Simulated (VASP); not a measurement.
The system is Hf2Pd2Se2Br2O3.

```
Hf Pd Se Br O
1.0
     5.76069    0.00496   -0.00286
    -0.52750    5.84664    0.03413
    -1.48435   -0.92642    6.64586
Hf Pd Se Br O
2 2 2 2 3
Direct
  0.74540 0.39602 0.34989
  0.28763 0.45322 0.59401
  0.90854 0.13294 0.84849
  0.25249 0.90323 0.35874
  0.63469 0.40355 0.93716
  0.62597 0.78174 0.53023
  0.85273 0.99089 0.15355
  0.22526 0.82084 0.86223
  0.96040 0.28925 0.59026
  0.43233 0.24524 0.40864
  0.07457 0.58308 0.36682
```

The cell was built by a generator and needn't be a form met in nature.

```yaml
Program: VASP 6.6.1
Task: relaxation of cell and atoms
Functional: RPBE
Potentials_or_basis: VASP PAW PBE potentials, release 64 (Hf_pv, Pd, Se, Br, O)
Cutoff: 600 eV
k_mesh: 5 × 5 × 4
Occupations: fermi-dirac, width 0.05 eV
Spin: no spin polarisation
```

At the start: pressure 2.1 GPa; volume 20.36 Å³/atom.

Problem. Where does the relaxation end?

Solution. Over 22 steps the energy falls by 5.2 meV/atom and the volume is 21.11 Å³/atom (+3.7 %); space group P1 (No. 1, to 0.05 Å).

Step by step:
| step | energy change (eV) | largest force (eV/Å) | pressure (GPa) | volume (Å³) |
| --- | --- | --- | --- | --- |
| 1 | 0.0000 | 0.1655 | 2.12 | 224.01 |
| 2 | -0.0231 | 0.5282 | -1.38 | 232.85 |
| 3 | -0.0366 | 0.3463 | -0.12 | 229.43 |
| 4 | -0.0498 | 0.1216 | 0.06 | 230.75 |
| 5 | -0.0499 | 0.1430 | 0.07 | 230.87 |
| 6 | -0.0526 | 0.0842 | -0.02 | 231.47 |
| 7 | -0.0526 | 0.1028 | -0.03 | 231.55 |
| 8 | -0.0542 | 0.0580 | 0.01 | 231.69 |
| 9 | -0.0546 | 0.0624 | 0.04 | 231.80 |
| 10 | -0.0555 | 0.0389 | -0.06 | 232.07 |
| 11 | -0.0556 | 0.0462 | -0.12 | 232.25 |
| 12 | -0.0560 | 0.0431 | 0.06 | 231.97 |
| 13 | -0.0561 | 0.0385 | 0.04 | 232.00 |
| 14 | -0.0563 | 0.0222 | 0.02 | 232.08 |
| 15 | -0.0564 | 0.0256 | -0.01 | 232.17 |
| 16 | -0.0566 | 0.0214 | 0.00 | 232.20 |
| 17 | -0.0567 | 0.0278 | 0.01 | 232.22 |
| 18 | -0.0568 | 0.0205 | -0.02 | 232.28 |
| 19 | -0.0568 | 0.0258 | -0.03 | 232.29 |
| 20 | -0.0569 | 0.0139 | 0.01 | 232.22 |
| 21 | -0.0569 | 0.0156 | 0.02 | 232.21 |
| 22 | -0.0569 | 0.0067 | -0.01 | 232.25 |

Final structure:
```xyz
11
Lattice="5.7989 0.0090 -0.0031 -0.5269 5.9313 0.0519 -1.4951 -0.9214 6.7444" Properties=species:S:1:pos:R:3 pbc="T T T"
Hf    3.5947    2.0270    2.3967
Hf    0.5376    2.1547    4.0065
Pd    3.9193    0.0366    5.7342
Pd    0.4641    5.0237    2.4631
Se    2.0445    1.5234    6.3508
Se    2.4245    4.1298    3.6095
Br    4.2086    5.7786    1.0921
Br   -0.4279    4.0399    5.8243
O     4.5435    1.1919    3.9829
O     1.7781    1.0969    2.7935
O    -0.4255    3.1108    2.5055
```

Caveat: the PAW data sets were made with another functional, which shifts forces and pressure a little.
